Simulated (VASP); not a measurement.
All values below come from PBEsol GGA, VASP's PBE PAW potentials (set 64) (plane waves; VASP 6.6.1).

VASP input:

### KPOINTS
```
Automatic mesh
0
Gamma
5 5 5
0 0 0
```

INCAR:
```
SYSTEM=Li2GePbS4
PREC=Accurate; ENCUT=400; LREAL=.FALSE.
LASPH=.TRUE.
EDIFF=1E-6; NELM=100; ALGO=Normal
LMAXMIX=4
ISMEAR=0; SIGMA=0.01
GGA=PS
ISIF=2
LWAVE=.FALSE.; LCHARG=.FALSE.
```

**POSCAR**
```
Li2GePbS4
5.9789730
 -0.5384770930   0.5384770930   0.6481395718
  0.5384770930  -0.5384770930   0.6481395718
  0.5384770930   0.5384770930  -0.6481395718
Li Ge Pb S
2 1 1 4
Cartesian
  0.0000000000   0.5384770930   0.3240697859
  0.5384770930   0.0000000000   0.3240697859
  0.0000000000   0.0000000000   0.6481395718
  0.0000000000   0.0000000000   0.0000000000
  0.2121707442  -0.2121707442   0.8591867792
  0.3263063488   0.3263063488  -0.2110472074
 -0.2121707442   0.2121707442   0.8591867792
  0.2121707442   0.2121707442   0.4370923644
```

POTCAR, in this order: Li_sv Ge_d Pb_d S (PBE.64 set). Program: vasp_std.

**Question.** Estimate the energy per atom (σ→0), largest force.

**Answer.** 
```yaml
energy per atom (σ→0): -4.637 eV/atom
largest_force: 0.340 eV/Å
```

**OSZICAR**
```
...
DAV:   8    -0.370936705161E+02    0.63780E-02   -0.13758E-01  1656   0.320E+00    0.816E-01
DAV:   9    -0.370942122555E+02   -0.54174E-03   -0.14508E-02  2136   0.924E-01    0.275E-01
DAV:  10    -0.370943612932E+02   -0.14904E-03   -0.13918E-03  1564   0.272E-01    0.884E-02
DAV:  11    -0.370945317698E+02   -0.17048E-03   -0.37359E-04  1672   0.131E-01    0.196E-02
DAV:  12    -0.370945381707E+02   -0.64009E-05   -0.51713E-05  2164   0.679E-02    0.151E-02
DAV:  13    -0.370945404151E+02   -0.22444E-05   -0.63666E-06  1328   0.147E-02    0.774E-03
DAV:  14    -0.370945404322E+02   -0.17136E-07   -0.12485E-06   994   0.868E-03
   1 F= -.37094540E+02 E0= -.37094540E+02  d E =-.814357E-41
```

The structure comes from a computed database's Li2GePbS4 entry; how it stands against other phases isn't given here. The cell was not relaxed at this level, and its volume differs by -5.9 % from the start's.
